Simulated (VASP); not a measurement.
# Be2CdS3 (I-4m2) in VASP: a series of runs

One crystal, Be2CdS3, is run at these levels: PBE; tasks: relaxation of cell and atoms.

Everything below comes from runs of VASP 6.6.1. Logs are shortened: lines on timing, memory, paths and dates and some standing lists are left out, and cuts for length are marked.

## (1) The structure

The structure is tetragonal, space group I-4m2 (No. 119). Conventional cell: a = 3.622 Å, b = 3.622 Å, c = 16.250 Å, α = 90.00°, β = 90.00°, γ = 90.00°. Be (site symmetry 2mm) is surrounded by 4 S at 2.13 to 2.16 Å. Cd (site symmetry -4m2) is surrounded by 4 S at 2.52 Å. S (site symmetry 2mm) has 2 Be at 2.13 Å as nearest neighbours. S (site symmetry -4m2) is surrounded by 4 Be at 2.16 Å.

The cell was built by a generator and needn't be a form met in nature.

## (2) Relaxation of cell and atoms, PBE

Contents of INCAR:

```
SYSTEM = Be2CdS3
PREC     = Accurate       ! precision mode
ENCUT    = 520            ! plane-wave cutoff, eV
EDIFF    = 1E-6           ! SCF threshold, eV
ISMEAR   = 0              ! smearing method
SIGMA    = 0.03           ! smearing width, eV
LREAL    = .FALSE.        ! projectors in reciprocal space
LASPH    = .TRUE.         ! aspherical terms in the spheres
NELM     = 120            ! most SCF steps
ALGO     = Normal         ! electronic algorithm
ISIF     = 3              ! what is computed and relaxed
LWAVE    = .FALSE.        ! write WAVECAR
LCHARG   = .FALSE.        ! write CHGCAR
GGA      = PE             ! functional
IBRION   = 2              ! ionic algorithm
NSW      = 90             ! ionic steps
EDIFFG   = -0.01          ! ionic threshold
KPAR     = 4
```

Contents of KPOINTS:

```
Automatic mesh
0
G
  10 10 10
  0 0 0
```

Contents of POSCAR:

```
Be2CdS3
1.0
   -1.8110000000      1.8110000000      8.1250000000
    1.8110000000     -1.8110000000      8.1250000000
    1.8110000000      1.8110000000     -8.1250000000
Be Cd S
2 1 3
Direct
    0.6776000000      0.6776000000      0.0000000000
    0.3224000000      0.3224000000      0.0000000000
    0.0000000000      0.0000000000      0.0000000000
    0.6080615400      0.1080615400      0.5000000000
    0.8919384600      0.3919384600      0.5000000000
    0.2500000000      0.7500000000      0.5000000000
```

Potentials or basis: VASP PAW PBE potentials, release 64 (Be, Cd, S).

Started as:

```console
$ cat potpaw_PBE.64/Be/POTCAR potpaw_PBE.64/Cd/POTCAR potpaw_PBE.64/S/POTCAR > POTCAR
$ mpirun -np 4 vasp_std > vasp.out
```

OUTCAR:

```text
SYSTEM = Be2CdS3
   PREC = Accurate
   ENCUT = 520
   EDIFF = 1E-6
   ISMEAR = 0
   LREAL = .FALSE.
   LASPH = .TRUE.
   NELM = 120
   ISIF = 3
   GGA = PE
   IBRION = 2
   NSW = 90
   EDIFFG = -0.01

 ion  position               nearest neighbor table
   1  0.678  0.678  0.000-   4 2.13   4 2.13   6 2.16   6 2.16
   2  0.322  0.322  0.000-   5 2.13   5 2.13   6 2.16   6 2.16
   3  0.000  0.000  0.000-   4 2.52   5 2.52   4 2.52   5 2.52
   4  0.608  0.108  0.500-   1 2.13   1 2.13   3 2.52   3 2.52
   5  0.892  0.392  0.500-   2 2.13   2 2.13   3 2.52   3 2.52
   6  0.250  0.750  0.500-   2 2.16   1 2.16   2 2.16   1 2.16

  LATTYP: Found a body centered tetragonal cell.
 ALAT       =     3.6220000000
 C/A-ratio  =     4.4864715627

  Lattice vectors:

 A1 = (  -1.8110000000,   1.8110000000,   8.1250000000)
 A2 = (   1.8110000000,  -1.8110000000,   8.1250000000)
 A3 = (   1.8110000000,   1.8110000000,  -8.1250000000)

Analysis of symmetry for initial positions (statically):
=====================================================================
 Subroutine PRICEL returns:
 Original cell was already a primitive cell.

 Routine SETGRP: Setting up the symmetry group for a
 body centered tetragonal supercell.

 Subroutine GETGRP returns: Found  8 space group operations
 (whereof  8 operations were pure point group operations)
 out of a pool of 16 trial point group operations.

The static configuration has the point symmetry D_2d.

Analysis of symmetry for dynamics (positions and initial velocities):
=====================================================================
 Subroutine PRICEL returns:
 Original cell was already a primitive cell.

 Routine SETGRP: Setting up the symmetry group for a
 body centered tetragonal supercell.

 Subroutine GETGRP returns: Found  8 space group operations
 (whereof  8 operations were pure point group operations)
 out of a pool of 16 trial point group operations.

The dynamic configuration has the point symmetry D_2d.

 Subroutine INISYM returns: Found  8 space group operations
 (whereof  8 operations are pure point group operations),
 and found     1 'primitive' translations

----------------------------------------------------------------------------------------

                                     Primitive cell

  volume of cell :     106.5909

  direct lattice vectors                    reciprocal lattice vectors
    -1.811000000  1.811000000  8.125000000     0.000000000  0.276090558  0.061538462
     1.811000000 -1.811000000  8.125000000     0.276090558  0.000000000  0.061538462
     1.811000000  1.811000000 -8.125000000     0.276090558  0.276090558  0.000000000
[... 100 lines left out ...]
   POTIM  = 0.5000    time-step for ionic-motion
   TEBEG  =    0.0;   TEEND  =   0.0 temperature during run
   PSTRESS=    0.0 pullay stress
   NELECT =      34.0000    total number of electrons
   NUPDOWN=      -1.0000    fix difference up-down
   EMIN   =  10.00;   EMAX   =-10.00  energy-range for DOS
   EFERMI =   0.00;   METHOD = LEGACY
   ISMEAR =     0;   SIGMA  =   0.03  broadening in eV -4-tet -1-fermi 0-gaus
   EFERMI_NEDOS =   21; number of points for ismear=-14 and -15
   IALGO  =     38    algorithm
   IMIX   =      4    mixing-type and parameters
     AMIX     =   0.40;   BMIX     =  1.00
     AMIX_MAG =   1.60;   BMIX_MAG =  1.00
  volume/ion in A,a.u.               =      17.77       119.89
  Fermi-wavevector in a.u.,A,eV,Ry     =   1.118565  2.113780 17.023428  1.251187
  Thomas-Fermi vector in A             =   2.255197
   LORBIT       =      0    0 simple, 1 ext, 2 COOP (PROOUT), +10 PAW based schemes
   GGA     = PE    functional components
   LHFCALC =     F    Hartree Fock is set to
   AEXX    =    0.0000 exact exchange contribution
   IVDW    =     0    specifies the selected vdW correction
   LEPSILON=     F    determine dielectric tensor
   LRPA    =     F    only Hartree local field effects (RPA)
 conjugate gradient relaxation of ions
 non-spin polarized calculation
 Gauss-broadening in eV      SIGMA  =   0.03
  energy-cutoff  :      520.00
  volume of cell :      106.59
 maximum number of plane-waves:      2898
   NGX = 31   NGY = 31   NGZ = 31

--------------------------------------- Ionic step        1  -------------------------------------------

 number of electron      33.9999997 magnetization

 Free energy of the ion-electron system (eV)
  ---------------------------------------------------
  ext. energy  EPLUGINS =         0.00000000
  ---------------------------------------------------
  free energy    TOTEN  =       -25.66905519 eV

  energy without entropy =      -25.66905519  energy(sigma->0) =      -25.66905519

------------------------ aborting loop because EDIFF is reached ----------------------------------------

  FORCE on cell =-STRESS in cart. coord.  units (eV):
  Direction    XX          YY          ZZ          XY          YZ          ZX
  --------------------------------------------------------------------------------------
  -------------------------------------------------------------------------------------
  Total        0.0837600      0.0837600      0.1993091      0.0000000      0.0000000      0.0000000
  in kB        1.2590043      1.2590043      2.9958322      0.0000000      0.0000000      0.0000000
  external PRESSURE =       1.8379469 kB  Pullay stress =       0.0000000 kB
[... 107 lines left out ...]
--------------------------------------- Ionic step        4  -------------------------------------------

 number of electron      33.9999997 magnetization

 Free energy of the ion-electron system (eV)
  ---------------------------------------------------
  ext. energy  EPLUGINS =         0.00000000
  ---------------------------------------------------
  free energy    TOTEN  =       -25.66943173 eV

  energy without entropy =      -25.66943173  energy(sigma->0) =      -25.66943173

 E-fermi :   3.2763     XC(G=0):  -9.5263

 val. band max:        3.1443119900   @ k =   0.0000   0.0000   0.0000
 cond. band min:       5.7104823132   @ k =   0.0000   0.0000   0.0000
 fundamental gap:      2.5661703232
 Fermi energy:         3.2762671848

 k-point     1 :       0.0000    0.0000    0.0000
  band No.  band energies     occupation
      1     -10.2398      2.00000
      2      -9.3712      2.00000
      3      -8.7895      2.00000
      4      -4.8851      2.00000
      5      -4.6897      2.00000
      6      -4.6897      2.00000
[... 565 lines left out ...]
     20       7.9042      0.00000
     21       8.7843      0.00000

 [... further k-points ...]
[... 5 lines left out ...]
  --------------------------------------------------------------------------------------
  -------------------------------------------------------------------------------------
  Total       -0.0197252     -0.0197252      0.0220081      0.0000000      0.0000000      0.0000000
  in kB       -0.2957256     -0.2957256      0.3299514      0.0000000      0.0000000      0.0000000
  external PRESSURE =      -0.0871666 kB  Pullay stress =       0.0000000 kB
[... 21 lines left out ...]
  FREE ENERGIE OF THE ION-ELECTRON SYSTEM (eV)
  ---------------------------------------------------
  free  energy   TOTEN  =       -25.6694317348 eV

  energy  without entropy=      -25.6694317348  energy(sigma->0) =      -25.66943173

 reached required accuracy - stopping structural energy minimisation
```

Wall time 8.3 min (4 MPI ranks of Intel Xeon Platinum 8488C (Sapphire Rapids), shared host); peak memory 0.79 GiB.

What came out:

```
Free energy                            : -25.6694 eV
Relaxed volume                         : 17.81 Å³/atom
Relaxed cell                           : a = 8.534 Å, b = 8.534 Å, c = 8.534 Å, α = 155.49°, β = 155.49°, γ = 34.94°
Space group after relaxing (to 0.05 Å) : I-4m2 (No. 119)
Energy gained by relaxing              : 0.1 meV/atom
Ionic steps                            : 4
Pressure after relaxing                : 0.0 GPa
Band gap on the k mesh                 : 2.57 eV, direct
```

Step by step:
```csv
step,energy change (eV),largest force (eV/Å),pressure (GPa),volume (Å³)
1,0.0000,0.0339,0.18,106.59
2,-0.0003,0.0123,-0.04,106.91
3,-0.0003,0.0117,-0.05,106.92
4,-0.0004,0.0015,-0.01,106.87
```

Final structure:
```
Be Cd S
1.0
    -1.81162    1.81162    8.14050
     1.81162   -1.81162    8.14050
     1.81162    1.81162   -8.14050
Be Cd S
2 1 3
Direct
  0.67773 0.67773 0.00000
  0.32227 0.32227 0.00000
  0.00000 0.00000 0.00000
  0.60791 0.10791 0.50000
  0.89209 0.39209 0.50000
  0.25000 0.75000 0.50000
```

Levels at points of the mesh, in eV from the valence-band top:
| k point | band 15 | band 16 | band 17 | band 18 | band 19 | band 20 |
| --- | --- | --- | --- | --- | --- | --- |
| (0.00, 0.00, 0.00) | -0.68 | 0.00 | 0.00 | 2.57 | 3.14 | 4.13 |
| (0.50, 0.00, 0.00) | -1.68 | -1.19 | -0.25 | 3.37 | 4.32 | 4.88 |
| (0.50, 0.50, 0.00) | -2.83 | -2.41 | -2.36 | 3.00 | 3.80 | 4.42 |
| (0.50, 0.50, 0.50) | -1.44 | -0.31 | -0.31 | 3.11 | 3.56 | 4.39 |

A k mesh can miss the band edges. PBE gaps usually lie below the measured ones, often by a third to a half.

## (3) Relaxation of cell and atoms, PBE

This run uses another cell than the first one, of 17.81 Å³/atom, 1.003 times its volume.

Edit INCAR of step 2 so:

```diff
@@ -3,3 +3,3 @@
 ENCUT    = 520            ! plane-wave cutoff, eV
-EDIFF    = 1E-6           ! SCF threshold, eV
+EDIFF    = 1E-7           ! SCF threshold, eV
 ISMEAR   = 0              ! smearing method
@@ -15,4 +15,5 @@
 IBRION   = 2              ! ionic algorithm
-NSW      = 90             ! ionic steps
-EDIFFG   = -0.01          ! ionic threshold
+NSW      = 60             ! ionic steps
+EDIFFG   = -0.005         ! ionic threshold
+POTIM    = 0.3            ! step
 KPAR     = 4
```

KPOINTS is that of step 2.

Contents of POSCAR:

```
Be2CdS3                                 
1.0
   -1.8116159200      1.8116159200      8.1405038592
    1.8116159200     -1.8116159200      8.1405038592
    1.8116159200      1.8116159200     -8.1405038592
  Be              Cd              S             
     2     1     3
Direct
     0.6777295607241759    0.6777295607241759    0.0000000000000000
     0.3222704392758242    0.3222704392758242    0.0000000000000000
     1.0000000000000000    1.0000000000000000    1.0000000000000000
     0.6079128955251126    0.1079128955251126    0.5000000000000000
     0.8920871044748874    0.3920871044748874    0.5000000000000000
     0.2500000000000000    0.7500000000000000    0.5000000000000000
```

Potentials or basis: VASP PAW PBE potentials, release 64 (Be, Cd, S).

Started as:

```console
$ cat potpaw_PBE.64/Be/POTCAR potpaw_PBE.64/Cd/POTCAR potpaw_PBE.64/S/POTCAR > POTCAR
$ mpirun -np 4 vasp_std > vasp.out
```

Wall time 4.9 min (4 MPI ranks of Intel Xeon Platinum 8488C (Sapphire Rapids), shared host); peak memory 0.69 GiB.

It converged, with:

```yaml
Free_energy: -25.6695 eV
Pressure_after_relaxing: 0.0 GPa
Band_gap_on_the_k_mesh: 2.57 eV, direct
```

Final structure:
```
Be Cd S
1.0
    -1.81162    1.81162    8.14050
     1.81162   -1.81162    8.14050
     1.81162    1.81162   -8.14050
Be Cd S
2 1 3
Direct
  0.67773 0.67773 0.00000
  0.32227 0.32227 0.00000
  0.00000 0.00000 0.00000
  0.60791 0.10791 0.50000
  0.89209 0.39209 0.50000
  0.25000 0.75000 0.50000
```

Levels at points of the mesh, in eV from the valence-band top:
```csv
k point,band 15,band 16,band 17,band 18,band 19,band 20
"(0.00, 0.00, 0.00)",-0.68,0.00,0.00,2.57,3.14,4.13
"(0.50, 0.00, 0.00)",-1.68,-1.19,-0.25,3.37,4.32,4.88
"(0.50, 0.50, 0.00)",-2.83,-2.41,-2.36,3.00,3.80,4.42
"(0.50, 0.50, 0.50)",-1.44,-0.31,-0.31,3.11,3.56,4.39
```

Caveat: the relaxation stopped at its first step, so nothing moved. A k mesh can miss the band edges.
